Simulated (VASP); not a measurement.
Shape and ions are relaxed at each volume.

Here is the system:

```cif
data_Mg2
_chemical_formula_sum 'Mg2'
_space_group_name_H-M_alt 'P 1'
_space_group_IT_number 1
_cell_length_a 3.19688
_cell_length_b 3.19688
_cell_length_c 5.16476
_cell_angle_alpha 90.000
_cell_angle_beta 90.000
_cell_angle_gamma 120.000
loop_
_space_group_symop_operation_xyz
  'x, y, z'
loop_
_atom_site_label
_atom_site_type_symbol
_atom_site_fract_x
_atom_site_fract_y
_atom_site_fract_z
_atom_site_occupancy
Mg1 Mg 0.33333 0.66667 0.25000 1
Mg2 Mg 0.66667 0.33333 0.75000 1
```

Calculation: PBE GGA, VASP's PBE PAW potentials (set 64) (plane waves; VASP 6.6.1). Run with 520 eV cut-off, 13×13×7 Γ-centred mesh, first-order Methfessel-Paxton smearing of 0.10 eV, potentials Mg.

Q: Give the energy at these volumes per atom, relative to the lowest: 21.45, 22.13, 22.82, 23.50, 24.19 Å³.

A: 10.9, 2.7, 0.0, 1.9, 7.8 meV/atom. A third-order Birch-Murnaghan fit gives B0 = 35.9 GPa and B0′ = 4.5.

Measured: bulk modulus 38.6 GPa at 0 K (computed value off by -7.0 %), as given by K. Lejaeghere et al., Critical reviews in solid state and materials sciences/CRC critical reviews in solid state and materials sciences (2013), arXiv:1204.2733 [extrapolated to 0 K and zero-point effects removed (source: thermally corrected experimental values)].

The compound is Mg in the hcp structure. It was relaxed first.
